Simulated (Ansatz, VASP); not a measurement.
# NaLiICl in two plane-wave programs, part 2 of 2

Wanted: the spread between two codes on one cell, functional and k mesh. The cell is taken from a series of runs on this material, whose earlier steps may have relaxed, scaled, displaced or heated it; both programs get it as it stands.

VASP 6.6.1 and Ansatz 0.2.0.

So far: The starting structure; Ansatz: G0W0 gap, LDA; VASP: G0W0 gap, LDA.

**3. VASP: G0W0 gap, LDA (continued)**

Level of this step: G0W0 on LDA; plane waves and PAW (Na_sv_GW, Li_sv_GW, I_GW, Cl_GW) (VASP).

Numbers of over 12 decimals in the logs are rounded to 6 here.

OUTCAR, selected parts (step 3):

```text
ion  position               nearest neighbor table
   1  0.500  0.500  0.500-   3 3.11   3 3.11
   2  0.000  0.000  0.000-
   3  0.500  0.500  0.000-   1 3.11   1 3.11
   4  0.000  0.000  0.500-

  LATTYP: Found a simple tetragonal cell.
 ALAT       =     4.0916360000
 C/A-ratio  =     1.5190363952

 Subroutine GETGRP returns: Found 16 space group operations
 (whereof 16 operations were pure point group operations)

The static configuration has the point symmetry D_4h.

 Found      6 irreducible k-points:

   k-points           NKPTS =      6   k-points in BZ     NKDIM =      8   number of bands    NBANDS=     81

   dimension x,y,z NGX =    30 NGY =   30 NGZ =   48
   dimension x,y,z NGXF=    60 NGYF=   60 NGZF=   96

   ENCUT  =  460.0 eV  33.81 Ry    5.81 a.u.   7.16  7.16 10.87*2*pi/ulx,y,z

   NELECT =      26.0000    total number of electrons

  energy-cutoff  :      460.00
  volume of cell :      104.05
      direct lattice vectors                 reciprocal lattice vectors
     4.091636000  0.000000000  0.000000000     0.244401017  0.000000000  0.000000000
     0.000000000  4.091636000  0.000000000     0.000000000  0.244401017  0.000000000
     0.000000000  0.000000000  6.215344000     0.000000000  0.000000000  0.160892140

 k-points in reciprocal lattice and weights: Automatic mesh
   0.00000000  0.00000000  0.00000000       0.125
   0.50000000  0.00000000  0.00000000       0.250
   0.50000000  0.50000000  0.00000000       0.125
   0.00000000  0.00000000  0.50000000       0.125
   0.50000000  0.00000000  0.50000000       0.250
   0.50000000  0.50000000  0.50000000       0.125

 E-fermi :   2.4577

 QP shifts <psi_nk| G(iteration)W_0 |psi_nk>: iteration 1
 for sc-GW calculations column KS-energies equals QP-energies in previous step
 and V_xc(KS)=  KS-energies - (<T + V_ion + V_H > + <T+V_H+V_ion>^1  + <V_x>^1)
 k-point   1 :       0.0000    0.0000    0.0000
  band No.  KS-energies  QP-energies   sigma(KS)   V_xc(KS)     V^pw_x(r,r')   Z            occupation Imag(sigma)
    ...
     10      -0.6327      -1.6911     -14.7906     -13.3943     -17.7890       0.7580       2.0000       0.2157
     11       0.2195      -0.6043     -14.0646     -13.0073     -16.4361       0.7791       2.0000       0.1711
     12       0.2622      -0.6457     -13.1131     -11.9561     -15.3043       0.7848       2.0000       0.1676
     13       0.2622      -0.6457     -13.1131     -11.9561     -15.3043       0.7848       2.0000       0.1676
     14       4.3367       5.5019      -6.9244      -8.3610      -3.7718       0.8111       0.0000      -0.1566
     15       5.7211       6.9299      -7.0280      -8.5326      -3.7771       0.8034       0.0000      -0.1694
     16       6.6595       7.6985      -6.2245      -7.5157      -2.9448       0.8046       0.0000      -0.1716
     17       9.2572      10.4979      -7.2915      -8.9073      -3.4537       0.7678       0.0000      -0.2869
    ...

 k-point   2 :       0.5000    0.0000    0.0000
  band No.  KS-energies  QP-energies   sigma(KS)   V_xc(KS)     V^pw_x(r,r')   Z            occupation Imag(sigma)
    ...
     10      -1.0195      -2.0393     -14.2877     -12.9383     -17.2646       0.7557       2.0000       0.2257
     11      -0.5932      -1.5454     -12.0053     -10.7960     -14.0242       0.7875       2.0000       0.1702
     12      -0.4472      -1.4847     -15.4570     -14.0848     -18.6104       0.7561       2.0000       0.2169
     13       0.5744      -0.3076     -12.7231     -11.6049     -14.7811       0.7888       2.0000       0.1607
     14       6.2011       7.4626      -6.6097      -8.1914      -3.2495       0.7976       0.0000      -0.1795
     15       6.7913       7.8673      -7.2693      -8.6251      -4.0543       0.7937       0.0000      -0.1841
     16       7.3887       8.6434      -6.5786      -8.1593      -3.1703       0.7938       0.0000      -0.1903
     17       7.4990       8.6862      -6.9566      -8.4442      -3.5498       0.7981       0.0000      -0.1980
    ...

 k-point   3 :       0.5000    0.5000    0.0000
  band No.  KS-energies  QP-energies   sigma(KS)   V_xc(KS)     V^pw_x(r,r')   Z            occupation Imag(sigma)
    ...
     10      -0.9113      -1.9558     -14.1008     -12.7372     -16.8157       0.7659       2.0000       0.2038
     11      -0.9113      -1.9558     -14.1008     -12.7372     -16.8157       0.7659       2.0000       0.2038
     12      -0.7964      -1.8098     -14.7216     -13.3862     -17.7390       0.7589       2.0000       0.2194
     13      -0.1880      -1.1027     -12.3443     -11.1841     -14.3651       0.7883       2.0000       0.1637
     14       5.0277       5.9768      -6.9976      -8.1830      -3.8327       0.8006       0.0000      -0.1627
     15       6.2535       7.6631      -6.9637      -8.6976      -3.8387       0.8130       0.0000      -0.1595
     16       6.5510       7.4818      -6.0353      -7.1857      -2.9037       0.8092       0.0000      -0.1617
     17       6.5510       7.4818      -6.0353      -7.1857      -2.9037       0.8092       0.0000      -0.1617
    ...

 k-point   4 :       0.0000    0.0000    0.5000
  band No.  KS-energies  QP-energies   sigma(KS)   V_xc(KS)     V^pw_x(r,r')   Z            occupation Imag(sigma)
    ...
     10      -0.5031      -1.5484     -15.4416     -14.0611     -18.5883       0.7572       2.0000       0.2177
     11      -0.5031      -1.5484     -15.4416     -14.0611     -18.5883       0.7572       2.0000       0.2177
     12       0.0864      -0.8421     -12.3721     -11.1915     -14.4080       0.7864       2.0000       0.1655
     13       0.0864      -0.8421     -12.3721     -11.1915     -14.4080       0.7864       2.0000       0.1655
     14       5.9679       7.2109      -7.7037      -9.2735      -4.3725       0.7919       0.0000      -0.1847
     15       6.4173       7.7450      -7.5937      -9.2517      -4.3035       0.8008       0.0000      -0.1830
     16       7.0755       8.1225      -6.4133      -7.7242      -3.0537       0.7987       0.0000      -0.1814
     17       7.8306       9.0324      -6.2991      -7.8130      -2.7736       0.7939       0.0000      -0.2108
    ...

[... 2 further parts left out ...]
```

**4. Differences**

Known differences besides the potentials themselves: the two LDA forms differ slightly; fixed occupations in Ansatz, narrow Gaussian smearing in VASP; the data sets hold 36 valence electrons in Ansatz (on its default PAW (the set named soft_2) files) and 26 in VASP; the cutoff is 420 eV in Ansatz and 460 eV in VASP; VASP's log shows a relativistic correction to its local exchange, Ansatz's none; Ansatz integrates over frequency by contour deformation, VASP on a grid of NOMEGA points; Ansatz's G0W0 levels solve the quasiparticle equation, VASP's are linearised. Total energies have different zeros and are not compared.

Compared:

```csv
quantity,Ansatz,VASP,difference
G0W0 gap on the mesh (eV),5.66,5.81,-0.15
Kohn-Sham gap under it (eV),3.75,3.76,-0.01
```

**5. Results**

* difference in G0W0 gap on the mesh (G0W0 gap, LDA): -0.15 eV

What this shows: The difference in G0W0 gap on the mesh is -0.15 eV (G0W0 gap, LDA). The data sets hold unlike numbers of valence electrons (36 in Ansatz and 26 in VASP), so part of the differences comes from the potentials. Part of the difference in the G0W0 gap can come from VASP's linearised levels. How closely two codes agree says nothing of how well the functional describes the real material.

[Lines on the potential files, build, host, timing and source positions are cut from VASP's logs without a mark.]

[Logs are printed without paths, hosts, clocks, repeated set-up lines and the standing remarks that a program may print on its own settings, such as how far it seeks lower states.]

[Hosts, paths, dates, database ids (printed as entryN), source tags and the programs' standing remarks are cut or masked in the printed files.]
